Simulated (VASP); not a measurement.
```
CoSn
1.0
    2.64745    -4.58552     0.00000
    2.64745     4.58552     0.00000
    0.00000     0.00000     4.22397
Co Sn
3 3
Direct
  0.50000   0.00000   0.00000
  0.50000   0.50000   0.00000
  0.00000   0.50000   0.00000
  0.00000   0.00000   0.00000
  0.33333   0.66667   0.50000
  0.66667   0.33333   0.50000
```

These are PBE GGA, VASP's PBE PAW potentials (set 64) (plane waves; VASP) values and carry that method's errors. Numerical set-up: 400 eV cut-off, Gaussian smearing of 0.050 eV, potentials Co Sn_d.

Problem. Give the energies of bands 26 to 39 at the high-symmetry points, in eV from the Fermi level.

Solution. 
| band | Γ | M | K | A | L | H |
|---|---|---|---|---|---|---|
| 26 | -1.99 | -2.00 | -2.03 | -1.93 | -1.47 | -1.82 |
| 27 | -1.99 | -1.80 | -1.95 | -1.82 | -1.40 | -1.43 |
| 28 | -1.59 | -1.49 | -1.06 | -1.35 | -1.31 | -1.43 |
| 29 | -1.59 | -1.17 | -1.06 | -1.35 | -1.28 | -0.98 |
| 30 | -0.49 | -0.96 | -1.00 | -0.96 | -1.22 | -0.95 |
| 31 | -0.48 | -0.68 | -1.00 | -0.96 | -0.97 | -0.79 |
| 32 | -0.48 | -0.46 | -0.63 | -0.54 | -0.72 | -0.79 |
| 33 | -0.44 | -0.45 | -0.23 | -0.53 | -0.53 | -0.65 |
| 34 | -0.44 | 0.66 | 1.01 | -0.53 | -0.47 | -0.65 |
| 35 | 0.45 | 0.97 | 1.27 | -0.44 | -0.44 | -0.51 |
| 36 | 0.54 | 1.60 | 1.27 | -0.44 | -0.19 | -0.17 |
| 37 | 1.31 | 1.74 | 1.79 | -0.18 | 0.39 | 1.25 |
| 38 | 1.31 | 2.42 | 1.79 | 0.46 | 1.19 | 3.30 |
| 39 | 2.88 | 3.25 | 2.33 | 1.17 | 3.87 | 3.30 |

It has no gap at this level: it comes out as a metal or semimetal.

The compound is CoSn in the sg191 structure. It was relaxed first. The run is not spin-polarised, so no magnetic state was tried. The electron count is odd and the run is not spin-polarised, which forces a metal.
